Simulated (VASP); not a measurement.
Input for VASP

**INCAR**
```
! general
SYSTEM  = SnO
PREC    = Accurate
ENCUT   = 520
LREAL   = .FALSE.
LASPH   = .TRUE.

! electronic loop
EDIFF   = 1E-7
NELM    = 100
ALGO    = Normal
LMAXMIX = 4

! smearing
ISMEAR  = 0
SIGMA   = 0.05

! functional
GGA     = PE
IVDW    = 11

! ions
IBRION  = 2
NSW     = 30
ISIF    = 4
EDIFFG  = -0.01

! output
LWAVE   = .FALSE.
LCHARG  = .FALSE.
```

POSCAR:
```
SnO
1.0
  3.8074582351   0.0000000000   0.0000000000
  0.0000000000   3.8074582351   0.0000000000
  0.0000000000   0.0000000000   4.7993500728
Sn O
2 2
direct
  0.5000000000   0.0000000000   0.7599397207
  0.0000000000   0.5000000000   0.2400602793
  0.5000000000   0.5000000000   0.0000000000
  1.0000000000   0.0000000000   0.0000000000
```

File KPOINTS:
```
Automatic mesh
0
Gamma
6 6 5
0 0 0
```

POTCAR, in this order: Sn_d O (PBE.64 set). Program: vasp_std.

Task: Write an equivalent input for Quantum ESPRESSO's pw.x.

Result: One equivalent input (not run):
```
&CONTROL
  calculation = 'vc-relax'
  pseudo_dir = './pseudo'
  outdir = './out'
  tprnfor = .true.
  tstress = .true.
  nstep = 30
  forc_conv_thr = 0.00039
/
&SYSTEM
  ibrav = 0
  nat = 4
  ntyp = 2
  ecutwfc = 84
  occupations = 'smearing'
  smearing = 'gaussian'
  degauss = 0.003675
  input_dft = 'pbe'
  vdw_corr = 'grimme-d3'
  dftd3_version = 3
  dftd3_threebody = .false.
/
&ELECTRONS
  conv_thr = 7.3e-09
  electron_maxstep = 100
/
&IONS
/
&CELL
  cell_dofree = 'shape'
/
ATOMIC_SPECIES
  Sn 118.710 Sn.upf
  O 15.999 O.upf
CELL_PARAMETERS angstrom
     3.8074582    0.0000000    0.0000000
     0.0000000    3.8074582    0.0000000
     0.0000000    0.0000000    4.7993501
ATOMIC_POSITIONS crystal
  Sn   0.5000000  0.0000000  0.7599397
  Sn   0.0000000  0.5000000  0.2400603
  O    0.5000000  0.5000000  0.0000000
  O    1.0000000  0.0000000  0.0000000
K_POINTS automatic
  6 6 5 0 0 0
```
What does not carry over: the potentials are each code's own (VASP's PAW set, PseudoDojo norm-conserving files in pw.x), so ENCUT and ecutwfc are chosen apart and not converted; conv_thr bounds pw.x's estimated SCF error, while EDIFF bounds the energy change between steps; forc_conv_thr acts on force components and is met together with etot_conv_thr.

The compound is SnO in the litharge structure. This cell is one point of a volume scan, at 0.97 of the reference volume. Symmetry was kept, so distortions that lower it aren't found.
